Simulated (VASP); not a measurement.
These are AM05 GGA, VASP's PBE PAW potentials (set 64) (plane waves; VASP 6.6.1) values and carry that method's errors.

VASP input:

### KPOINTS
```
Regular mesh
0
G
  13 13 13
0 0 0
```

**INCAR**
```
SYSTEM = CoAl
PREC = Accurate
ENCUT = 520
EDIFF = 1E-7
NELM = 100
ALGO = Normal
LREAL = .FALSE.
LASPH = .TRUE.
ISMEAR = 1
SIGMA = 0.1
GGA = AM
LMAXMIX = 4
LWAVE = .FALSE.
LCHARG = .FALSE.
ISIF = 2
```

### POSCAR
```
CoAl
1
    2.8501926246     0.0000000000     0.0000000000
    0.0000000000     2.8501926246     0.0000000000
    0.0000000000     0.0000000000     2.8501926246
Al Co
1 1
Direct
  0.5000000000   0.5000000000   0.5000000000
  0.0000000000   0.0000000000   0.0000000000
```

POTCAR, in this order: Al Co (PBE.64 set). Program: vasp_std.

Q: What does the run give for the energy per atom (σ→0), pressure, band gap (on the k-mesh)?

A: 
```
Quantity                                                    Result
------------------------  ----------------------------------------
energy per atom (σ→0)                               -6.377 eV/atom
band gap (on the k-mesh)  none (metal, semimetal or under 0.01 eV)
pressure                                                 -5.44 GPa
```

File OSZICAR:
```
...
DAV:   8    -0.127723803881E+02    0.73362E-02   -0.26039E-01  1750   0.448E+00    0.126E+00
DAV:   9    -0.127555460897E+02    0.16834E-01   -0.47954E-02  2018   0.297E+00    0.348E-01
DAV:  10    -0.127549022066E+02    0.64388E-03   -0.15218E-03  1978   0.549E-01    0.143E-01
DAV:  11    -0.127548856819E+02    0.16525E-04   -0.37201E-05  2034   0.586E-02    0.263E-02
DAV:  12    -0.127548817475E+02    0.39344E-05   -0.13248E-05  1944   0.508E-02    0.595E-03
DAV:  13    -0.127548815475E+02    0.19998E-06   -0.44572E-07  1836   0.563E-03    0.151E-03
DAV:  14    -0.127548815067E+02    0.40764E-07   -0.11434E-07   870   0.406E-03
   1 F= -.12754882E+02 E0= -.12754899E+02  d E =0.527304E-04
```

The compound is CoAl in the CsCl type structure. This cell is one point of a volume scan, at 1.03 of the reference volume. The run is not spin-polarised, so no magnetic state was tried.
